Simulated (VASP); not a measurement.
Consider the following.

```
CELL_PARAMETERS angstrom
      1.76333    -3.05418     0.00000
      1.76333     3.05418     0.00000
      0.00000     0.00000     5.52816
ATOMIC_POSITIONS crystal
  Y  0.33333 0.66667 0.25000
  Y  0.66667 0.33333 0.75000
```

Level of theory: LDA (Ceperley-Alder, Perdew-Zunger), VASP's LDA PAW potentials (set 64) (plane waves; VASP). Run with 500 eV cut-off, 12×12×7 Γ-centred mesh, first-order Methfessel-Paxton smearing of 0.10 eV, potentials Y_sv.

Energy and stress use the plane-wave basis of the starting cell.

Q: The ions, cell shape and volume at an external pressure of 5.0 GPa are relaxed. What does this cell relax into?

A: 
```
CELL_PARAMETERS angstrom
      1.70580    -2.95453     0.00000
      1.70580     2.95453     0.00000
      0.00000     0.00000     5.35834
ATOMIC_POSITIONS crystal
  Y  0.33333 0.66667 0.25000
  Y  0.66667 0.33333 0.75000
```
Space group P6_3/mmc (194), at a tolerance of 0.03 Å.

Q: How do energy and volume change from the first to the last step?

A: The energy (σ→0) changes by +40.9 meV/atom and the volume by -9.3 %, in 5 ionic steps.

The compound is Y in the hcp structure. This run relaxes it under an external pressure of 5 GPa. Symmetry was kept, so distortions that lower it aren't found.
